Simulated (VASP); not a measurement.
# LiY3 (Fm-3m) in VASP: a series of runs

One crystal, LiY3, is run at these levels: LDA; tasks: single point, relaxation of the atoms.

All numbers are computed with VASP 6.6.1; they aren't measurements. Logs are shortened: lines on timing, memory, paths and dates and some standing lists are left out, and cuts for length are marked.

### Step 1. The structure

The structure is cubic, space group Fm-3m (No. 225). The conventional cell has a = 7.800 Å, b = 7.800 Å, c = 7.800 Å, α = 90.00°, β = 90.00°, γ = 90.00°. Li (site symmetry m-3m) is surrounded by 8 Y at 3.38 Å. Y (site symmetry -43m) is surrounded by 4 Li at 3.38 Å and 4 Y at 3.38 Å. Y (site symmetry m-3m) is surrounded by 8 Y at 3.38 Å.

The cell comes from a database or a generator and needn't be the stable form of this composition.

### Step 2. Single point, LDA

Input file INCAR:

```
SYSTEM = LiY3
ALGO = Normal
EDIFF = 1E-7
ENCUT = 520
GGA = CA
ISIF = 2
ISMEAR = -1
LASPH = .True.
LCHARG = .True.
LELF = .True.
LREAL = .False.
LVHAR = .True.
LWAVE = .False.
NBANDS = 26
NELM = 60
PREC = Accurate
SIGMA = 0.15
```

Input file KPOINTS:

```
k-points
0
Gamma
  5 5 5
  0 0 0
```

Input file POSCAR:

```
LiY3
1.0
    0.0000000000      3.8998520000      3.8998520000
    3.8998520000      0.0000000000      3.8998520000
    3.8998520000      3.8998520000      0.0000000000
Li Y
1 3
Direct
    0.0000000000      0.0000000000      0.0000000000
    0.2500000000      0.2500000000      0.2500000000
    0.7500000000      0.7500000000      0.7500000000
    0.5000000000      0.5000000000      0.5000000000
```

Potentials or basis: VASP PAW LDA potentials, release 64 (Li_sv, Y_sv).

On the command line:

```console
cat potpaw_LDA.64/Li_sv/POTCAR potpaw_LDA.64/Y_sv/POTCAR > POTCAR
mpirun -np 1 vasp_std > vasp.out
```

OUTCAR:

```text
SYSTEM = LiY3
   EDIFF = 1E-7
   ENCUT = 520
   GGA = CA
   ISIF = 2
   ISMEAR = -1
   LASPH = .True.
   LREAL = .False.
   NELM = 60
   PREC = Accurate

 ion  position               nearest neighbor table
   1  0.000  0.000  0.000-   2 3.38   3 3.38   3 3.38   3 3.38   3 3.38   2 3.38   2 3.38   2 3.38

   2  0.250  0.250  0.250-   1 3.38   4 3.38   1 3.38   1 3.38   1 3.38   4 3.38   4 3.38   4 3.38
                             3 3.90   3 3.90   3 3.90   3 3.90   3 3.90   3 3.90
   3  0.750  0.750  0.750-   1 3.38   4 3.38   4 3.38   4 3.38   4 3.38   1 3.38   1 3.38   1 3.38
                             2 3.90   2 3.90   2 3.90   2 3.90   2 3.90   2 3.90
   4  0.500  0.500  0.500-   2 3.38   3 3.38   2 3.38   2 3.38   2 3.38   3 3.38   3 3.38   3 3.38

  LATTYP: Found a face centered cubic cell.
 ALAT       =     7.7997040000

  Lattice vectors:

 A1 = (   0.0000000000,   3.8998520000,   3.8998520000)
 A2 = (   3.8998520000,   0.0000000000,   3.8998520000)
 A3 = (   3.8998520000,   3.8998520000,   0.0000000000)

Analysis of symmetry for initial positions (statically):
=====================================================================
 Subroutine PRICEL returns:
 Original cell was already a primitive cell.

 Routine SETGRP: Setting up the symmetry group for a
 face centered cubic supercell.

 Subroutine GETGRP returns: Found 48 space group operations
 (whereof 48 operations were pure point group operations)
 out of a pool of 48 trial point group operations.

The static configuration has the point symmetry O_h .

Analysis of symmetry for dynamics (positions and initial velocities):
=====================================================================
 Subroutine PRICEL returns:
 Original cell was already a primitive cell.

 Routine SETGRP: Setting up the symmetry group for a
 face centered cubic supercell.

 Subroutine GETGRP returns: Found 48 space group operations
 (whereof 48 operations were pure point group operations)
 out of a pool of 48 trial point group operations.

The dynamic configuration has the point symmetry O_h .

 Subroutine INISYM returns: Found 48 space group operations
 (whereof 48 operations are pure point group operations),
 and found     1 'primitive' translations

----------------------------------------------------------------------------------------

                                     Primitive cell

  volume of cell :     118.6245

  direct lattice vectors                    reciprocal lattice vectors
     0.000000000  3.899852000  3.899852000    -0.128209994  0.128209994  0.128209994
     3.899852000  0.000000000  3.899852000     0.128209994 -0.128209994  0.128209994
     3.899852000  3.899852000  0.000000000     0.128209994  0.128209994 -0.128209994

[... 77 lines left out ...]
   NFREE  =      0    steps in history (QN), initial steepest desc. (CG)
   ISIF   =      2    stress and relaxation
   ISYM   =      2    0-nonsym 1-usesym 2-fastsym
   POTIM  = 0.5000    time-step for ionic-motion
   TEBEG  =    0.0;   TEEND  =   0.0 temperature during run
   PSTRESS=    0.0 pullay stress
   NELECT =      36.0000    total number of electrons
   NUPDOWN=      -1.0000    fix difference up-down
   EMIN   =  10.00;   EMAX   =-10.00  energy-range for DOS
   EFERMI =   0.00;   METHOD = LEGACY
   ISMEAR =    -1;   SIGMA  =   0.15  broadening in eV -4-tet -1-fermi 0-gaus
   EFERMI_NEDOS =   21; number of points for ismear=-14 and -15
   IALGO  =     38    algorithm
   IMIX   =      4    mixing-type and parameters
     AMIX     =   0.40;   BMIX     =  1.00
     AMIX_MAG =   1.60;   BMIX_MAG =  1.00
  volume/ion in A,a.u.               =      29.66       200.13
  Fermi-wavevector in a.u.,A,eV,Ry     =   1.100147  2.078977 16.467462  1.210324
  Thomas-Fermi vector in A             =   2.236554
   LORBIT       =      0    0 simple, 1 ext, 2 COOP (PROOUT), +10 PAW based schemes
   GGA     = CA    functional components
   LHFCALC =     F    Hartree Fock is set to
   AEXX    =    0.0000 exact exchange contribution
   IVDW    =     0    specifies the selected vdW correction
   LEPSILON=     F    determine dielectric tensor
   LRPA    =     F    only Hartree local field effects (RPA)
 non-spin polarized calculation
  energy-cutoff  :      520.00
  volume of cell :      118.62
 maximum number of plane-waves:      3218
 NGX is ok and might be reduce to    42
   NGX = 21   NGY = 21   NGZ = 21

 number of electron      36.0000008 magnetization

 Free energy of the ion-electron system (eV)
  ---------------------------------------------------
  ext. energy  EPLUGINS =         0.00000000
  ---------------------------------------------------
  free energy    TOTEN  =       -22.22666822 eV

  energy without entropy =      -21.81873564  energy(sigma->0) =      -22.02270193

 E-fermi :   2.4174     XC(G=0):  -9.2280

 val. band max:        2.3691254701   @ k =  -0.4000   0.4000   0.2000
 cond. band min:       2.6027123936   @ k =   0.4000   0.2000   0.0000
 fundamental gap:      0.2335869235
 Fermi energy:         2.4173514062

 k-point     1 :       0.0000    0.0000    0.0000
  band No.  band energies     occupation
      1     -42.3568      2.00000
      2     -40.2263      2.00000
      3     -40.1863      2.00000
      4     -39.9806      2.00000
      5     -20.3938      2.00000
      6     -20.3938      2.00000
[... 279 lines left out ...]
     25       4.9820      0.00000
     26       5.4797      0.00000

------------------------ aborting loop because EDIFF is reached ----------------------------------------

  FORCE on cell =-STRESS in cart. coord.  units (eV):
  Direction    XX          YY          ZZ          XY          YZ          ZX
  --------------------------------------------------------------------------------------
  -------------------------------------------------------------------------------------
  Total       -2.1254133     -2.1254133     -2.1254133      0.0000000     -0.0000000     -0.0000000
  in kB      -28.7064580    -28.7064580    -28.7064580      0.0000000     -0.0000000     -0.0000000
  external PRESSURE =     -28.7064580 kB  Pullay stress =       0.0000000 kB

 VOLUME and BASIS-vectors are now :
 -----------------------------------------------------------------------------
  energy-cutoff  :      520.00
  volume of cell :      118.62
      direct lattice vectors                 reciprocal lattice vectors
     0.000000000  3.899852000  3.899852000    -0.128209994  0.128209994  0.128209994
     3.899852000  0.000000000  3.899852000     0.128209994 -0.128209994  0.128209994
     3.899852000  3.899852000  0.000000000     0.128209994  0.128209994 -0.128209994

 POSITION                                       TOTAL-FORCE (eV/Angst)
 -----------------------------------------------------------------------------------
      0.00000      0.00000      0.00000         0.000000     -0.000000      0.000000
      1.94993      1.94993      1.94993        -0.000000     -0.000000     -0.000000
      5.84978      5.84978      5.84978        -0.000000      0.000000     -0.000000
      3.89985      3.89985      3.89985         0.000000     -0.000000      0.000000
 -----------------------------------------------------------------------------------
    total drift:                               -0.000000     -0.000000      0.000000

  FREE ENERGIE OF THE ION-ELECTRON SYSTEM (eV)
  ---------------------------------------------------
  free  energy   TOTEN  =       -22.2266682240 eV

  energy  without entropy=      -21.8187356382  energy(sigma->0) =      -22.02270193
```

It took 49 s on 1 thread of Intel Xeon Platinum 8488C (Sapphire Rapids), shared host; peak memory 0.21 GiB.

What came out:

- Free energy: -22.2267 eV
- Band gap on the k mesh: none (metal or under the smearing width)

Caveat: the cutoff is under 1.25 times the usual one of these potentials, so pressure, stress and relaxed cells hold a basis-set (Pulay) error.

### Step 3. Relaxation of the atoms, LDA

Input file INCAR:

```
SYSTEM = LiY3
ALGO = Normal ; EDIFF = 1E-6
EDIFFG = -0.05 ; ENCUT = 520
GGA = CA ; IBRION = 2
ISIF = 2 ; ISMEAR = -1
LASPH = .TRUE. ; LCHARG = .FALSE.
LREAL = .FALSE. ; LWAVE = .FALSE.
NELM = 60 ; NSW = 80
PREC = Accurate ; SIGMA = 0.15
```

Input file KPOINTS:

```
k-points
0
G
  5 5 5
  0 0 0
```

POSCAR is that of step 2.

Potentials or basis: VASP PAW LDA potentials, release 64 (Li_sv, Y_sv).

On the command line:

```console
cat potpaw_LDA.64/Li_sv/POTCAR potpaw_LDA.64/Y_sv/POTCAR > POTCAR
mpirun -np 1 vasp_std > vasp.out
```

OUTCAR:

```text
SYSTEM = LiY3
   EDIFF = 1E-6
   EDIFFG = -0.05
   ENCUT = 520
   GGA = CA
   IBRION = 2
   ISIF = 2
   ISMEAR = -1
   LASPH = .TRUE.
   LREAL = .FALSE.
   NELM = 60
   NSW = 80
   PREC = Accurate

 ion  position               nearest neighbor table
   1  0.000  0.000  0.000-   2 3.38   3 3.38   3 3.38   3 3.38   3 3.38   2 3.38   2 3.38   2 3.38

   2  0.250  0.250  0.250-   1 3.38   4 3.38   1 3.38   1 3.38   1 3.38   4 3.38   4 3.38   4 3.38
                             3 3.90   3 3.90   3 3.90   3 3.90   3 3.90   3 3.90
[... 440 lines left out ...]
  -------------------------------------------------------------------------------------
  Total       -2.1230761     -2.1230761     -2.1230761      0.0000000      0.0000000      0.0000000
  in kB      -28.6748901    -28.6748901    -28.6748901      0.0000000      0.0000000      0.0000000
  external PRESSURE =     -28.6748901 kB  Pullay stress =       0.0000000 kB

 VOLUME and BASIS-vectors are now :
 -----------------------------------------------------------------------------
  energy-cutoff  :      520.00
  volume of cell :      118.62
      direct lattice vectors                 reciprocal lattice vectors
     0.000000000  3.899852000  3.899852000    -0.128209994  0.128209994  0.128209994
     3.899852000  0.000000000  3.899852000     0.128209994 -0.128209994  0.128209994
     3.899852000  3.899852000  0.000000000     0.128209994  0.128209994 -0.128209994

 POSITION                                       TOTAL-FORCE (eV/Angst)
 -----------------------------------------------------------------------------------
      0.00000      0.00000      0.00000        -0.000000     -0.000000      0.000000
      1.94993      1.94993      1.94993         0.000000      0.000000      0.000000
      5.84978      5.84978      5.84978        -0.000000     -0.000000     -0.000000
      3.89985      3.89985      3.89985        -0.000000     -0.000000      0.000000
 -----------------------------------------------------------------------------------
    total drift:                               -0.000000     -0.000000      0.000000

  FREE ENERGIE OF THE ION-ELECTRON SYSTEM (eV)
  ---------------------------------------------------
  free  energy   TOTEN  =       -22.2266576324 eV

  energy  without entropy=      -21.8188231050  energy(sigma->0) =      -22.02274037

 reached required accuracy - stopping structural energy minimisation
```

OSZICAR:

```text
N       E                     dE             d eps       ncg     rms          rms(c)
DAV:   1     0.195243343595E+03    0.19524E+03   -0.17438E+04   440   0.155E+03
DAV:   2    -0.198223573593E+01   -0.19723E+03   -0.19458E+03   488   0.363E+02
DAV:   3    -0.219796665331E+02   -0.19997E+02   -0.19688E+02   832   0.637E+01
DAV:   4    -0.233209587027E+02   -0.13413E+01   -0.13273E+01   610   0.192E+01
DAV:   5    -0.233699087659E+02   -0.48950E-01   -0.48879E-01   658   0.303E+00    0.352E+01
DAV:   6    -0.223101020207E+02    0.10598E+01   -0.21963E+00   440   0.619E+00    0.220E+01
DAV:   7    -0.222645882161E+02    0.45514E-01   -0.24422E+00   714   0.645E+00    0.229E+00
DAV:   8    -0.222260117465E+02    0.38576E-01   -0.48421E-01   482   0.312E+00    0.933E-01
DAV:   9    -0.222269673404E+02   -0.95559E-03   -0.44931E-02   666   0.133E+00    0.290E-01
DAV:  10    -0.222266832826E+02    0.28406E-03   -0.61833E-03   636   0.388E-01    0.105E-01
DAV:  11    -0.222266616769E+02    0.21606E-04   -0.63216E-04   630   0.155E-01    0.469E-02
DAV:  12    -0.222266582091E+02    0.34678E-05   -0.71947E-05   636   0.406E-02    0.169E-02
DAV:  13    -0.222266576324E+02    0.57675E-06   -0.56547E-06   526   0.164E-02
   1 F= -.22226658E+02 E0= -.22022740E+02  d E =-.222267E+02
```

Run time: 42 s. Hardware: 1 thread of Intel Xeon Platinum 8488C (Sapphire Rapids), shared host; peak memory 0.21 GiB.

What came out:

* Free energy: -22.2267 eV
* Band gap on the k mesh: none (metal or under the smearing width)

Final structure:
```
Li Y
1.0
     0.00000    3.89985    3.89985
     3.89985    0.00000    3.89985
     3.89985    3.89985    0.00000
Li Y
1 3
Direct
  0.00000 0.00000 0.00000
  0.25000 0.25000 0.25000
  0.75000 0.75000 0.75000
  0.50000 0.50000 0.50000
```

Caveat: the cutoff is under 1.25 times the usual one of these potentials, so pressure, stress and relaxed cells hold a basis-set (Pulay) error; the relaxation stopped at its first step, so nothing moved.

### Step 4. Single point, LDA

Input file INCAR:

```
PREC = Accurate
ENCUT = 520
EDIFF = 1E-7
ISMEAR = -1
SIGMA = 0.15
LREAL = F
LASPH = T
NELM = 60
ALGO = Normal
ISIF = 2
LWAVE = F
LCHARG = F
NBANDS = 26
```

Input file KPOINTS:

```
Automatic mesh
0
Gamma
  5 5 5
```

POSCAR is that of step 3.

On the command line:

```console
cat potpaw_LDA.64/Li_sv/POTCAR potpaw_LDA.64/Y_sv/POTCAR > POTCAR
mpirun -np 1 vasp_std > vasp.out
```

It took 50 s on 1 thread of Intel Xeon Platinum 8488C (Sapphire Rapids), shared host; peak memory 0.22 GiB.

Results (log left out):

| Quantity | Value |
| --- | --- |
| Free energy | -22.2267 eV |
| Band gap on the k mesh | none (metal or under the smearing width) |

Levels at points of the mesh, in eV from the Fermi level:
| k point | band 16 | band 17 | band 18 | band 19 | band 20 | band 21 |
| --- | --- | --- | --- | --- | --- | --- |
| (0.00, 0.00, 0.00) | -0.83 | -0.36 | -0.36 | -0.36 | 0.59 | 0.59 |

Caveat: the cutoff is under 1.25 times the usual one of these potentials, so pressure, stress and relaxed cells hold a basis-set (Pulay) error.

### Step 5. Relaxation of the atoms, LDA

Input file INCAR:

```
SYSTEM = LiY3
ALGO = Normal
EDIFF = 1E-6
EDIFFG = -0.05
ENCUT = 520
IBRION = 2
ISIF = 2
ISMEAR = -1
LASPH = .True.
LCHARG = .False.
LREAL = .False.
LWAVE = .False.
NELM = 60
NSW = 80
PREC = Accurate
SIGMA = 0.15
```

Input file KPOINTS:

```
k-points
0
Gamma
  5 5 5
  0 0 0
```

POSCAR is that of step 4.

On the command line:

```console
cat potpaw_LDA.64/Li_sv/POTCAR potpaw_LDA.64/Y_sv/POTCAR > POTCAR
mpirun -np 1 vasp_std > vasp.out
```

It took 43 s on 1 thread of Intel Xeon Platinum 8488C (Sapphire Rapids), shared host; peak memory 0.22 GiB.

The run converged. Its results:

```yaml
Free_energy: -22.2267 eV
Band_gap_on_the_k_mesh: none (metal or under the smearing width)
```

Final structure:
```
CELL_PARAMETERS angstrom
0.00000 3.89985 3.89985
3.89985 0.00000 3.89985
3.89985 3.89985 0.00000
ATOMIC_POSITIONS crystal
Li 0.00000 0.00000 0.00000
Y 0.25000 0.25000 0.25000
Y 0.75000 0.75000 0.75000
Y 0.50000 0.50000 0.50000
```

Levels at points of the mesh, in eV from the Fermi level:
```csv
k point,band 15,band 16,band 17,band 18,band 19,band 20,band 21,band 22
"(0.00, 0.00, 0.00)",-0.83,-0.83,-0.36,-0.36,-0.36,0.59,0.59,0.59
```

Caveat: the cutoff is under 1.25 times the usual one of these potentials, so pressure, stress and relaxed cells hold a basis-set (Pulay) error; the relaxation stopped at its first step, so nothing moved.
